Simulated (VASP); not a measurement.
Method: PBEsol GGA, VASP's PBE PAW potentials (set 64) (plane waves; VASP).

A VASP calculation is set up with these files.

POSCAR:
```
SmB2
1
   -1.8958913480     1.8958913480     3.3443517177
    1.8958913480    -1.8958913480     3.3443517177
    1.8958913480     1.8958913480    -3.3443517177
Sm B
1 2
Direct
  0.0000000000   0.0000000000   0.0000000000
  0.3838864963   0.3838864963   0.0000000000
  0.6161135037   0.6161135037   0.0000000000
```

File KPOINTS:
```
kpoints
0
Gamma
  10 10 10
0 0 0
```

**INCAR**
```
SIGMA  =  0.1   ! width (eV)
LWAVE  =  .False.
LCHARG  =  .False.
ISMEAR  =  1
ENCUT  =  520   ! plane-wave cut-off (eV)
SYSTEM  =  SmB2
ISIF  =  3   ! ions, shape and volume
PREC  =  Accurate
ALGO  =  Normal   ! blocked Davidson
GGA  =  PS
EDIFF  =  1E-6   ! SCF stop (eV)
NSW  =  60   ! most ionic steps
LREAL  =  .False.   ! projection in real space or not
LMAXMIX  =  6
NELM  =  100   ! most electronic steps
EDIFFG  =  -0.02   ! ionic stop
IBRION  =  2   ! conjugate gradients
LASPH  =  .True.   ! aspherical one-centre terms
```

POTCAR, in this order: Sm_3 B (PBE.64 set). Program: vasp_std.

Output of the run:

OUTCAR:
```
 ion  position               nearest neighbor table
   1  0.000  0.000  0.000-   2 2.57   3 2.57   3 2.79   2 2.79   3 2.79   3 2.79   3 2.79   2 2.79
                             2 2.79   2 2.79
   2  0.384  0.384  0.000-   3 1.55   1 2.57   1 2.79   1 2.79   1 2.79   1 2.79
   3  0.616  0.616  0.000-   2 1.55   1 2.57   1 2.79   1 2.79   1 2.79   1 2.79
  LATTYP: Found a body centered tetragonal cell.
 ALAT       =     3.7917826960
 C/A-ratio  =     1.7639996729
 Subroutine PRICEL returns:
 Original cell was already a primitive cell.
 Subroutine GETGRP returns: Found 16 space group operations
The static configuration has the point symmetry D_4h.
The dynamic configuration has the point symmetry D_4h.
 Subroutine INISYM returns: Found 16 space group operations
 Subroutine IBZKPT returns following result:
 Found    102 irreducible k-points:

 Following reciprocal coordinates:
            Coordinates               Weight
  0.000000  0.000000  0.000000      1.000000
  0.100000 -0.000000  0.000000      8.000000
  0.200000 -0.000000  0.000000      8.000000
  0.300000  0.000000 -0.000000      8.000000
  0.400000  0.000000  0.000000      8.000000
  0.500000  0.000000  0.000000      4.000000
  0.100000  0.100000  0.000000      8.000000
  0.200000  0.100000  0.000000     16.000000
  0.300000  0.100000 -0.000000     16.000000
  0.400000  0.100000  0.000000     16.000000
  0.500000  0.100000  0.000000     16.000000
 -0.400000  0.100000  0.000000     16.000000
 -0.300000  0.100000  0.000000     16.000000
 -0.200000  0.100000 -0.000000     16.000000
 -0.100000  0.100000  0.000000      4.000000
  0.200000  0.200000  0.000000      8.000000
  0.300000  0.200000  0.000000     16.000000
  0.400000  0.200000  0.000000     16.000000
  0.500000  0.200000  0.000000     16.000000
 -0.400000  0.200000  0.000000     16.000000
 -0.300000  0.200000  0.000000     16.000000
 -0.200000  0.200000  0.000000      4.000000
  0.300000  0.300000 -0.000000      8.000000
  0.400000  0.300000 -0.000000     16.000000
  0.500000  0.300000 -0.000000     16.000000
 -0.400000  0.300000 -0.000000     16.000000
 -0.300000  0.300000  0.000000      4.000000
  0.400000  0.400000  0.000000      8.000000
  0.500000  0.400000  0.000000     16.000000
 -0.400000  0.400000  0.000000      4.000000
  0.500000  0.500000  0.000000      2.000000
  0.100000  0.100000  0.100000      8.000000
  0.200000  0.100000  0.100000     16.000000
  0.300000  0.100000  0.100000     16.000000
  0.400000  0.100000  0.100000      8.000000
 -0.100000  0.100000  0.100000      4.000000
  0.200000  0.200000  0.100000      8.000000
  0.300000  0.200000  0.100000     16.000000
  0.400000  0.200000  0.100000     16.000000
  0.500000  0.200000  0.100000     16.000000
   k-points           NKPTS =    102   k-points in BZ     NKDIM =    102   number of bands    NBANDS=     12
   number of dos      NEDOS =    301   number of ions     NIONS =      3
   total plane-waves  NPLWV =  32768
   dimension x,y,z NGX =    32 NGY =   32 NGZ =   32
   dimension x,y,z NGXF=    64 NGYF=   64 NGZF=   64
   ions per type =               1   2
   PREC   = accura    normal or accurate (medium, high low for compatibility)
   ISTART =      0    job   : 0-new  1-cont  2-samecut
   ICHARG =      2    charge: 1-file 2-atom 10-const
   ISPIN  =      1    spin polarized calculation?
   LNONCOLLINEAR =      F non collinear calculations
   LSORBIT =      F    spin-orbit coupling
   INIWAV =      1    electr: 0-lowe 1-rand  2-diag
   ENCUT  =  520.0 eV  38.22 Ry    6.18 a.u.   7.97  7.97  7.97*2*pi/ulx,y,z
   NELM   =    100;   NELMIN=  2; NELMDL= -5     # of ELM steps
   EDIFF  = 0.1E-05   stopping-criterion for ELM
...
```

### OSZICAR
```
       N       E                     dE             d eps       ncg     rms          rms(c)
DAV:   1     0.847074116070E+02    0.84707E+02   -0.74115E+03  2448   0.122E+03
DAV:   2    -0.159987844468E+02   -0.10071E+03   -0.96958E+02  2816   0.272E+02
DAV:   3    -0.189751916069E+02   -0.29764E+01   -0.28957E+01  3156   0.437E+01
DAV:   4    -0.190066828222E+02   -0.31491E-01   -0.31345E-01  2932   0.465E+00
DAV:   5    -0.190072210986E+02   -0.53828E-03   -0.53804E-03  3132   0.517E-01    0.738E+00
DAV:   6    -0.178581391017E+02    0.11491E+01   -0.29136E+00  2968   0.101E+01    0.399E+00
DAV:   7    -0.178051161452E+02    0.53023E-01   -0.40098E-01  3212   0.342E+00    0.176E+00
DAV:   8    -0.178044203240E+02    0.69582E-03   -0.41687E-02  2908   0.157E+00    0.236E-01
DAV:   9    -0.178034517057E+02    0.96862E-03   -0.46809E-03  3060   0.474E-01    0.518E-02
DAV:  10    -0.178034507191E+02    0.98658E-06   -0.31673E-04  3032   0.152E-01    0.152E-02
DAV:  11    -0.178034504555E+02    0.26362E-06   -0.79378E-06  2928   0.255E-02
   1 F= -.17803450E+02 E0= -.17803597E+02  d E =-.178035E+02
       N       E                     dE             d eps       ncg     rms          rms(c)
DAV:   1    -0.178038364941E+02   -0.38577E-03   -0.18510E-02  2596   0.127E+00    0.100E-01
DAV:   2    -0.178035267532E+02    0.30974E-03   -0.57013E-04  3020   0.197E-01    0.477E-02
DAV:   3    -0.178034310623E+02    0.95691E-04   -0.25990E-04  2828   0.136E-01    0.824E-03
DAV:   4    -0.178034307120E+02    0.35035E-06   -0.13254E-05  2988   0.299E-02    0.310E-03
DAV:   5    -0.178034308645E+02   -0.15248E-06   -0.68020E-07  1724   0.781E-03
   2 F= -.17803431E+02 E0= -.17803628E+02  d E =0.195911E-04
       N       E                     dE             d eps       ncg     rms          rms(c)
DAV:   1    -0.178036291879E+02   -0.19848E-03   -0.56893E-03  2520   0.701E-01    0.555E-02
DAV:   2    -0.178035344362E+02    0.94752E-04   -0.17637E-04  3028   0.110E-01    0.264E-02
DAV:   3    -0.178035052696E+02    0.29167E-04   -0.81666E-05  2772   0.757E-02    0.460E-03
DAV:   4    -0.178035045769E+02    0.69277E-06   -0.43754E-06  2964   0.169E-02
   3 F= -.17803505E+02 E0= -.17803674E+02  d E =-.541213E-04
```

**OUTCAR**
```
------------------------ aborting loop because EDIFF is reached ----------------------------------------
  FORCE on cell =-STRESS in cart. coord.  units (eV):
  Direction    XX          YY          ZZ          XY          YZ          ZX
  --------------------------------------------------------------------------------------
  Total       -0.0379289     -0.0379289     -0.0429737      0.0000000      0.0000000      0.0000000
  in kB       -1.2644660     -1.2644660     -1.4326497      0.0000000      0.0000000      0.0000000
  external PRESSURE =      -1.3205272 kB  Pullay stress =       0.0000000 kB
  volume of cell :       48.06
      direct lattice vectors                 reciprocal lattice vectors
    -1.895034896  1.895034896  3.345637529     0.000000000  0.263847384  0.149448347
     1.895034896 -1.895034896  3.345637529     0.263847384  0.000000000  0.149448347
     1.895034896  1.895034896 -3.345637529     0.263847384  0.263847384  0.000000000
 POSITION                                       TOTAL-FORCE (eV/Angst)
 -----------------------------------------------------------------------------------
      0.00000      0.00000      0.00000        -0.000000      0.000000      0.000000
      0.00000      0.00000      2.56801        -0.000000      0.000000      0.013790
      0.00000      0.00000      4.12327         0.000000     -0.000000     -0.013790
 -----------------------------------------------------------------------------------
    total drift:                               -0.000000     -0.000000      0.000000
  FREE ENERGIE OF THE ION-ELECTRON SYSTEM (eV)
  ---------------------------------------------------
  free  energy   TOTEN  =       -17.8035045769 eV

  energy  without entropy=      -17.8040131070  energy(sigma->0) =      -17.80367409

 reached required accuracy - stopping structural energy minimisation
```
(Selected blocks of OUTCAR.)

File CONTCAR:
```
SmB2
   1.00000000000000
    -1.8950348961656593    1.8950348961656593    3.3456375290118814
     1.8950348961656593   -1.8950348961656593    3.3456375290118814
     1.8950348961656593    1.8950348961656593   -3.3456375290118814
  Sm              B
     1     2
Direct
     0.0000000000000000    0.0000000000000000    0.0000000000000000
     0.3837846376715193    0.3837846376715193    0.0000000000000000
     0.6162153623284806    0.6162153623284806    0.0000000000000000
```

### OUTCAR
```
 val. band max:        2.6856872946   @ k =   0.5000   0.5000   0.5000

 cond. band min:       2.7177286827   @ k =  -0.3000   0.4000   0.3000


 Fermi energy:         2.7076253731

 k-point     1 :       0.0000    0.0000    0.0000
  band No.  band energies     occupation
      1     -36.8189      2.00000
      2     -16.2511      2.00000
      3     -16.1417      2.00000
      4     -16.1417      2.00000
      5      -6.3795      2.00000
      6      -0.1931      2.00000
      7       2.6305      1.96462
      8       3.5190     -0.00000
      9       3.5190     -0.00000
     10       3.7372     -0.00000
     11       3.7372     -0.00000
     12       4.2009     -0.00000

 k-point     2 :       0.1000   -0.0000    0.0000
  band No.  band energies     occupation
      1     -36.8161      2.00000
      2     -16.2655      2.00000
      3     -16.1880      2.00000
      4     -16.1395      2.00000
      5      -6.2326      2.00000
      6      -0.2552      2.00000
      7       2.2946      2.00000
      8       3.0036     -0.00023
      9       3.1325     -0.00000
     10       3.8619     -0.00000
     11       4.0590     -0.00000
     12       4.6992     -0.00000

 k-point     3 :       0.2000   -0.0000    0.0000
  band No.  band energies     occupation
      1     -36.8089      2.00000
      2     -16.3481      2.00000
      3     -16.2598      2.00000
      4     -16.1336      2.00000
      5      -5.8285      2.00000
      6      -0.5136      2.00000
      7       1.8756      2.00000
      8       2.2201      2.00000
      9       2.3714      2.00002
     10       4.3265     -0.00000
     11       4.8674      0.00000
     12       5.4170      0.00000

 k-point     4 :       0.3000    0.0000   -0.0000
  band No.  band energies     occupation
      1     -36.7999      2.00000
      2     -16.4963      2.00000
      3     -16.2947      2.00000
      4     -16.1263      2.00000
      5      -5.2671      2.00000
      6      -1.0099      2.00000
...
```

The 4f electrons are frozen in the core of the lanthanide potential, so 4f levels, which can set the real gap, and their magnetism are missing.

The structure was generated: SmB2 was put into the MoSi2 type (I4/mmm), which need not be its known phase. This run relaxes it. Symmetry was kept, so distortions that lower it aren't found. The start is the result of an earlier pass. The electron count is odd and the run is not spin-polarised, which forces a metal.
